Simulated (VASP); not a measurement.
# TaRu in VASP: a series of runs

One slab, TaRu, is run at these levels: LDA+U; tasks: density of states.

Everything below comes from runs of VASP 6.6.1. Logs are shortened: lines on timing, memory, paths and dates and some standing lists are left out, and cuts for length are marked.

**1. The structure**

The cell holds a slab with vacuum, 8 atoms: a = 3.187 Å, b = 3.187 Å, c = 26.154 Å, α = 90.00°, β = 90.00°, γ = 90.00°.

**2. Density of states, LDA+U**

Contents of POSCAR:

```
TaRu
1.0
    3.1870000000      0.0000000000      0.0000000000
    0.0000000000      3.1870000000      0.0000000000
    0.0000000000      0.0000000000     26.1545000000
Ta Ru
4 4
Direct
    0.5000000000      0.5000000000      0.2867575369
    0.5000000000      0.5000000000      0.4086103730
    0.5000000000      0.5000000000      0.5304632090
    0.5000000000      0.5000000000      0.6523160450
    0.0000000000      0.0000000000      0.3476839550
    0.0000000000      0.0000000000      0.4695367910
    0.0000000000      0.0000000000      0.5913896270
    0.0000000000      0.0000000000      0.7132424631
```

Contents of INCAR.step1:

```
SYSTEM = TaRu
  ALGO = Normal
  DIPOL = 0.5 0.5 0.500
  EDIFF = 1E-6
  ENCUT = 520
  IDIPOL = 3
  ISIF = 2
  ISMEAR = -1
  LASPH = .True.
  LCHARG = .True.
  LDAU = .True.
  LDAUJ = 0 0
  LDAUL = 2 2
  LDAUPRINT = 1
  LDAUTYPE = 2
  LDAUU = 2 2
  LDIPOL = .True.
  LMAXMIX = 4
  LREAL = .False.
  LWAVE = .False.
  NELM = 80
  PREC = Accurate
  SIGMA = 0.05
```

Contents of KPOINTS.step1:

```
k-points
0
Gamma
  6 6 1
  0 0 0
```

Contents of INCAR.step2:

```
SYSTEM = TaRu
  ALGO = Normal
  DIPOL = 0.5 0.5 0.500
  EDIFF = 1E-6
  ENCUT = 520
  ICHARG = 11
  IDIPOL = 3
  ISIF = 2
  ISMEAR = -5
  LASPH = .True.
  LCHARG = .False.
  LDAU = .True.
  LDAUJ = 0 0
  LDAUL = 2 2
  LDAUPRINT = 1
  LDAUTYPE = 2
  LDAUU = 2 2
  LDIPOL = .True.
  LMAXMIX = 4
  LORBIT = 11
  LREAL = .False.
  LWAVE = .False.
  NEDOS = 2001
  NELM = 80
  PREC = Accurate
  SIGMA = 0.05
```

Contents of KPOINTS.step2:

```
k-points
0
Gamma
  9 9 1
  0 0 0
```

Potentials or basis: VASP PAW LDA potentials, release 64 (Ta_pv, Ru_pv).

Started as:

```bash
> cat potpaw_LDA.64/Ta_pv/POTCAR potpaw_LDA.64/Ru_pv/POTCAR > POTCAR
> cp INCAR.step1 INCAR
> cp KPOINTS.step1 KPOINTS
> mpirun -np 1 vasp_std > vasp.out
> cp INCAR.step2 INCAR
> cp KPOINTS.step2 KPOINTS
> mpirun -np 1 vasp_std > vasp.out
```

OUTCAR:

```text
SYSTEM = TaRu
   EDIFF = 1E-6
   ENCUT = 520
   ICHARG = 11
   ISIF = 2
   ISMEAR = -5
   LASPH = .True.
   LORBIT = 11
   LREAL = .False.
   NELM = 80
   PREC = Accurate

 ion  position               nearest neighbor table
   1  0.500  0.500  0.287-   5 2.76   5 2.76   5 2.76   5 2.76   2 3.19
   2  0.500  0.500  0.409-   5 2.76   6 2.76   5 2.76   6 2.76   5 2.76   6 2.76   5 2.76   6 2.76
                             3 3.19   1 3.19
   3  0.500  0.500  0.530-   6 2.76   6 2.76   6 2.76   6 2.76   7 2.76   7 2.76   7 2.76   7 2.76
                             2 3.19   4 3.19
   4  0.500  0.500  0.652-   7 2.76   7 2.76   7 2.76   7 2.76   8 2.76   8 2.76   8 2.76   8 2.76
                             3 3.19
   5  0.000  0.000  0.348-   2 2.76   2 2.76   2 2.76   2 2.76   1 2.76   1 2.76   1 2.76   1 2.76
                             6 3.19
   6  0.000  0.000  0.470-   3 2.76   3 2.76   3 2.76   3 2.76   2 2.76   2 2.76   2 2.76   2 2.76
                             7 3.19   5 3.19
   7  0.000  0.000  0.591-   3 2.76   4 2.76   3 2.76   4 2.76   3 2.76   4 2.76   3 2.76   4 2.76
                             6 3.19   8 3.19
   8  0.000  0.000  0.713-   4 2.76   4 2.76   4 2.76   4 2.76   7 3.19

  LATTYP: Found a simple tetragonal cell.
 ALAT       =     3.1870000000
 C/A-ratio  =     8.2066206464

  Lattice vectors:

 A1 = (   3.1870000000,   0.0000000000,   0.0000000000)
 A2 = (   0.0000000000,   3.1870000000,   0.0000000000)
 A3 = (   0.0000000000,   0.0000000000,  26.1545000000)

Analysis of symmetry for initial positions (statically):
=====================================================================
 Subroutine PRICEL returns:
 Original cell was already a primitive cell.

 Routine SETGRP: Setting up the symmetry group for a
 simple tetragonal supercell.

 Subroutine GETGRP returns: Found  8 space group operations
 (whereof  8 operations were pure point group operations)
 out of a pool of 16 trial point group operations.

The static configuration has the point symmetry C_4v.

Analysis of symmetry for dynamics (positions and initial velocities):
=====================================================================
 Subroutine PRICEL returns:
 Original cell was already a primitive cell.

 Routine SETGRP: Setting up the symmetry group for a
 simple tetragonal supercell.

 Subroutine GETGRP returns: Found  8 space group operations
 (whereof  8 operations were pure point group operations)
 out of a pool of 16 trial point group operations.

The dynamic configuration has the point symmetry C_4v.

 Subroutine INISYM returns: Found  8 space group operations
 (whereof  8 operations are pure point group operations),
 and found     1 'primitive' translations

----------------------------------------------------------------------------------------

                                     Primitive cell

  volume of cell :     265.6504

  direct lattice vectors                    reciprocal lattice vectors
     3.187000000  0.000000000  0.000000000     0.313774710  0.000000000  0.000000000
     0.000000000  3.187000000  0.000000000     0.000000000  0.313774710  0.000000000
     0.000000000  0.000000000 26.154500000     0.000000000  0.000000000  0.038234338

  length of vectors
     3.187000000  3.187000000 26.154500000     0.313774710  0.313774710  0.038234338

  position of ions in fractional coordinates (direct lattice)
     0.500000000  0.500000000  0.286757537
     0.500000000  0.500000000  0.408610373
     0.500000000  0.500000000  0.530463209
     0.500000000  0.500000000  0.652316045
[... 79 lines left out ...]
   EDIFF  = 0.1E-05   stopping-criterion for ELM
   LREAL  =      F    real-space projection
   EDIFFG = 0.1E-04   stopping-criterion for IOM
   NSW    =      0    number of steps for IOM
   IBRION =     -1    ionic relax: 0-MD 1-quasi-New 2-CG
   NFREE  =      0    steps in history (QN), initial steepest desc. (CG)
   ISIF   =      2    stress and relaxation
   ISYM   =      2    0-nonsym 1-usesym 2-fastsym
   POTIM  = 0.5000    time-step for ionic-motion
   TEBEG  =    0.0;   TEEND  =   0.0 temperature during run
   PSTRESS=    0.0 pullay stress
   NELECT =     100.0000    total number of electrons
   NUPDOWN=      -1.0000    fix difference up-down
   EMIN   =  10.00;   EMAX   =-10.00  energy-range for DOS
   EFERMI =   0.00;   METHOD = LEGACY
   ISMEAR =    -5;   SIGMA  =   0.05  broadening in eV -4-tet -1-fermi 0-gaus
   EFERMI_NEDOS =   21; number of points for ismear=-14 and -15
   IALGO  =     38    algorithm
   IMIX   =      4    mixing-type and parameters
     AMIX     =   0.40;   BMIX     =  1.00
     AMIX_MAG =   1.60;   BMIX_MAG =  1.00
  volume/ion in A,a.u.               =      33.21       224.09
  Fermi-wavevector in a.u.,A,eV,Ry     =   1.182056  2.233762 19.010821  1.397256
  Thomas-Fermi vector in A             =   2.318317
   LORBIT       =     11    0 simple, 1 ext, 2 COOP (PROOUT), +10 PAW based schemes
[... 24 lines left out ...]
  o =  0.4794  v =  0.0000  0.0000  0.0000  0.0000  0.0000  0.0000  0.0000 -1.0000  0.0000 -0.0000      0.0000  0.0000  0.0000  0.0000  0.0000  0.0000  0.0000  0.0000  0.0000  0.0000
  o =  0.5207  v =  0.0000  0.0000  0.0000  0.0000  0.0000  0.0000 -0.0000  0.0000 -0.0000 -1.0000      0.0000  0.0000  0.0000  0.0000  0.0000  0.0000  0.0000  0.0000  0.0000  0.0000
  o =  0.5207  v =  0.0000 -0.0000  0.0000 -0.0000 -1.0000  0.0000  0.0000  0.0000  0.0000  0.0000      0.0000  0.0000  0.0000  0.0000  0.0000  0.0000  0.0000  0.0000  0.0000  0.0000
  o =  0.6813  v =  0.0000 -0.5204 -0.0000 -0.8539  0.0000  0.0000  0.0000  0.0000  0.0000  0.0000      0.0000  0.0000  0.0000  0.0000  0.0000  0.0000  0.0000  0.0000  0.0000  0.0000
  o =  0.6813  v =  0.0000  0.0000  0.0000  0.0000  0.0000  0.0000 -0.5204 -0.0000 -0.8539  0.0000      0.0000  0.0000  0.0000  0.0000  0.0000  0.0000  0.0000  0.0000  0.0000  0.0000
  o =  0.6813  v =  0.0000  0.0000  0.0000  0.0000  0.0000  0.0000 -0.8539  0.0000  0.5204  0.0000      0.0000  0.0000  0.0000  0.0000  0.0000  0.0000  0.0000  0.0000  0.0000  0.0000
  o =  0.6813  v =  0.0000 -0.8539  0.0000  0.5204  0.0000  0.0000  0.0000  0.0000  0.0000  0.0000      0.0000  0.0000  0.0000  0.0000  0.0000  0.0000  0.0000  0.0000  0.0000  0.0000
  o =  0.7093  v =  1.0000  0.0000  0.0000  0.0000  0.0000  0.0000  0.0000  0.0000  0.0000  0.0000      0.0000  0.0000  0.0000  0.0000  0.0000  0.0000  0.0000  0.0000  0.0000  0.0000
  o =  0.7093  v =  0.0000  0.0000  0.0000  0.0000  0.0000  1.0000  0.0000  0.0000  0.0000  0.0000      0.0000  0.0000  0.0000  0.0000  0.0000  0.0000  0.0000  0.0000  0.0000  0.0000

 number of electron      99.9999984 magnetization

 dipolmoment           0.000000      0.000000     -0.026340 electrons x Angstroem

 Free energy of the ion-electron system (eV)
  ---------------------------------------------------
  ext. energy  EPLUGINS =         0.00000000
  ---------------------------------------------------
  free energy    TOTEN  =       -74.86018657 eV

  energy without entropy =      -74.86018657  energy(sigma->0) =      -74.86018657

 E-fermi :   2.2128     XC(G=0):  -7.4577

 val. band max:        2.2030539616   @ k =   0.4444   0.2222   0.0000
 cond. band min:       2.2362161397   @ k =   0.4444   0.0000   0.0000
 fundamental gap:      0.0331621780
 Fermi energy:         2.2128480994

 k-point     1 :       0.0000    0.0000    0.0000
  band No.  band energies     occupation
      1     -40.6957      2.00000
      2     -40.6277      2.00000
      3     -40.6047      2.00000
      4     -40.5995      2.00000
      5     -40.5995      2.00000
      6     -40.5802      2.00000
[... 934 lines left out ...]
     59       4.1587      0.00000
     60       4.3072      0.00000

------------------------ aborting loop because EDIFF is reached ----------------------------------------

 vacuum level on the upper side and lower side of the slab       (xc-potential included)        -0.334         0.165

  FORCE on cell =-STRESS in cart. coord.  units (eV):
  Direction    XX          YY          ZZ          XY          YZ          ZX
  --------------------------------------------------------------------------------------
  -------------------------------------------------------------------------------------
  Total      -18.8786584    -18.8786584    -18.9590636      0.0000000      0.0000000      0.0000000
  in kB     -113.8599953   -113.8599953   -114.3449310      0.0000000      0.0000000      0.0000000
  external PRESSURE =    -114.0216406 kB  Pullay stress =       0.0000000 kB

 VOLUME and BASIS-vectors are now :
 -----------------------------------------------------------------------------
  energy-cutoff  :      520.00
  volume of cell :      265.65
      direct lattice vectors                 reciprocal lattice vectors
     3.187000000  0.000000000  0.000000000     0.313774710  0.000000000  0.000000000
     0.000000000  3.187000000  0.000000000     0.000000000  0.313774710  0.000000000
     0.000000000  0.000000000 26.154500000     0.000000000  0.000000000  0.038234338

 POSITION                                       TOTAL-FORCE (eV/Angst)
 -----------------------------------------------------------------------------------
      1.59350      1.59350      7.50000         0.000000     -0.000000      1.072377
      1.59350      1.59350     10.68700         0.000000     -0.000000     -0.560026
      1.59350      1.59350     13.87400         0.000000      0.000000      0.227035
      1.59350      1.59350     17.06100         0.000000     -0.000000      2.701239
      0.00000      0.00000      9.09350         0.000000      0.000000     -0.015575
      0.00000      0.00000     12.28050         0.000000      0.000000     -0.254989
      0.00000      0.00000     15.46750         0.000000      0.000000      0.114159
      0.00000      0.00000     18.65450         0.000000      0.000000     -3.284220
 -----------------------------------------------------------------------------------
    total drift:                                0.000000     -0.000000     -0.049513

  FREE ENERGIE OF THE ION-ELECTRON SYSTEM (eV)
  ---------------------------------------------------
  free  energy   TOTEN  =       -74.8601865677 eV

  energy  without entropy=      -74.8601865677  energy(sigma->0) =      -74.86018657

 vacuum level on the upper side and lower side of the slab         6.475         6.983

 total charge

# of ion       s       p       d       tot
------------------------------------------
    1        0.372   6.088   2.206   8.666
    2        0.381   6.210   2.111   8.702
    3        0.379   6.209   2.126   8.714
    4        0.385   6.198   2.100   8.683
    5        0.400   6.254   6.029  12.682
    6        0.382   6.260   6.053  12.695
    7        0.390   6.253   6.139  12.782
    8        0.336   6.105   6.105  12.545
--------------------------------------------------
tot          3.025  49.577  32.868  85.469
```

Wall time 9.3 min (1 thread of Intel Xeon Platinum 8259CL at 2.50GHz (Skylake/Cascade Lake), shared host); peak memory 0.34 GiB.

Results:

```yaml
Valence_electrons_inside_the_program's_atomic_spheres: Ta 8.67, 8.70, 8.71, 8.68; Ru 12.68, 12.70, 12.78, 12.54
```

States per cell in windows of 1 eV (zero at the Fermi level; states under -8 eV left out):
| from (eV) | total | Ru6_d | Ru7_d | Ru5_d | Ru8_d | Ta2_d | Ta1_d |
| --- | --- | --- | --- | --- | --- | --- | --- |
| -8.0 | 0.59 | 0.00 | 0.00 | 0.00 | 0.00 | 0.00 | 0.00 |
| -7.0 | 1.54 | 0.10 | 0.06 | 0.04 | 0.01 | 0.02 | 0.01 |
| -6.0 | 5.68 | 0.65 | 0.69 | 0.41 | 0.09 | 0.25 | 0.05 |
| -5.0 | 8.16 | 1.10 | 1.11 | 1.23 | 0.10 | 0.49 | 0.22 |
| -4.0 | 12.05 | 1.83 | 1.97 | 1.98 | 0.77 | 0.53 | 0.32 |
| -3.0 | 12.43 | 1.82 | 1.47 | 1.77 | 1.66 | 0.43 | 0.44 |
| -2.0 | 6.48 | 0.25 | 0.44 | 0.24 | 2.72 | 0.17 | 0.22 |
| -1.0 | 5.61 | 0.38 | 0.46 | 0.43 | 0.87 | 0.25 | 0.96 |
| 0.0 | 13.07 | 1.31 | 1.26 | 1.22 | 1.13 | 1.30 | 1.13 |
| 1.0 | 6.65 | 0.50 | 0.46 | 0.56 | 0.34 | 0.70 | 0.77 |
| 2.0 | 0.40 | 0.01 | 0.01 | 0.00 | 0.09 | 0.03 | 0.03 |
| 3.0 | 0.00 | 0.00 | 0.00 | 0.00 | 0.00 | 0.00 | 0.00 |

Eigenvalues of the final occupation matrices:
| site | spin | trace | eigenvalues |
| --- | --- | --- | --- |
| site 1 d | 1 | 1.09 | 0.19 0.19 0.23 0.23 0.25 |
| site 1 d | 2 | 1.09 | 0.19 0.19 0.23 0.23 0.25 |
| site 2 d | 1 | 1.08 | 0.19 0.20 0.23 0.23 0.23 |
| site 2 d | 2 | 1.08 | 0.19 0.20 0.23 0.23 0.23 |
| site 3 d | 1 | 1.09 | 0.20 0.20 0.23 0.23 0.23 |
| site 3 d | 2 | 1.09 | 0.20 0.20 0.23 0.23 0.23 |
| site 4 d | 1 | 1.07 | 0.17 0.17 0.24 0.24 0.24 |
| site 4 d | 2 | 1.07 | 0.17 0.17 0.24 0.24 0.24 |
| site 5 d | 1 | 3.07 | 0.48 0.55 0.67 0.68 0.68 |
| site 5 d | 2 | 3.07 | 0.48 0.55 0.67 0.68 0.68 |
| site 6 d | 1 | 3.08 | 0.51 0.52 0.68 0.68 0.69 |
| site 6 d | 2 | 3.08 | 0.51 0.52 0.68 0.68 0.69 |

Caveat: U without spin polarisation on a metal has little footing; the U is typed as a test and isn't derived for this compound; tetrahedron occupations give inexact forces and stress in metals.

[end of part 1 of 2]
